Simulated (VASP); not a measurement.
All values below come from PBE GGA, VASP's PBE PAW potentials (set 64) (plane waves; VASP 6.6.1).

VASP input:

### INCAR
```
SYSTEM = Ge atom
PREC = Normal
ENCUT = 520
EDIFF = 1E-6
NELM = 200
ALGO = All
LREAL = .FALSE.
LASPH = .TRUE.
ISMEAR = 0
SIGMA = 0.01
GGA = PE
LMAXMIX = 4
ISPIN = 2
MAGMOM = 2
LORBIT = 10
LWAVE = .FALSE.
LCHARG = .FALSE.
ISYM = 0
NUPDOWN = 2
```

File POSCAR:
```
Ge atom
1
   12.0000000000     0.0000000000     0.0000000000
    0.0000000000    12.5000000000     0.0000000000
    0.0000000000     0.0000000000    13.0000000000
Ge
1
Direct
  0.0000000000   0.0000000000   0.0000000000
```

File KPOINTS:
```
Automatic
0
Gamma
  1 1 1
0 0 0
```

POTCAR, in this order: Ge_d (PBE.64 set). Program: vasp_gam. Read from the step before: WAVECAR.

Output of the run:

**OSZICAR**
```
       N       E                     dE             d eps       ncg     rms           ort
SDA:   1    -0.767589641953E+00   -0.76759E+00    0.00000E+00    12   0.653E-06   0.000E+00
CGA:   2    -0.767589769402E+00   -0.12745E-06   -0.10813E-06    12   0.666E-07  -0.927E-07
   1 F= -.76758977E+00 E0= -.76373865E+00  d E =-.770225E-02  mag=     2.0000
```

### OUTCAR
```
------------------------ aborting loop because EDIFF is reached ----------------------------------------
  FORCE on cell =-STRESS in cart. coord.  units (eV):
  Direction    XX          YY          ZZ          XY          YZ          ZX
  --------------------------------------------------------------------------------------
  Total       -0.0023744     -0.0126359     -0.0080093     -0.0001256      0.0000342     -0.0000365
  in kB       -0.0019509     -0.0103820     -0.0065806     -0.0001032      0.0000281     -0.0000300
  external PRESSURE =      -0.0063045 kB  Pullay stress =       0.0000000 kB
  volume of cell :     1950.00
      direct lattice vectors                 reciprocal lattice vectors
    12.000000000  0.000000000  0.000000000     0.083333333  0.000000000  0.000000000
     0.000000000 12.500000000  0.000000000     0.000000000  0.080000000  0.000000000
     0.000000000  0.000000000 13.000000000     0.000000000  0.000000000  0.076923077
 POSITION                                       TOTAL-FORCE (eV/Angst)
 -----------------------------------------------------------------------------------
      0.00000      0.00000      0.00000        -0.000000      0.000000     -0.000002
 -----------------------------------------------------------------------------------
    total drift:                               -0.000000      0.000000     -0.000002
  FREE ENERGIE OF THE ION-ELECTRON SYSTEM (eV)
  ---------------------------------------------------
  free  energy   TOTEN  =        -0.7675897694 eV

  energy  without entropy=       -0.7598875213  energy(sigma->0) =       -0.76373865

 total charge

# of ion       s       p       d       tot
------------------------------------------
    1        1.309   0.760   9.955  12.024

 magnetization (x)

# of ion       s       p       d       tot
------------------------------------------
    1        0.003   0.760   0.000   0.763
```
(Selected blocks of OUTCAR.)

The atom may not be in its lowest state.

The cell is a free atom in a box.
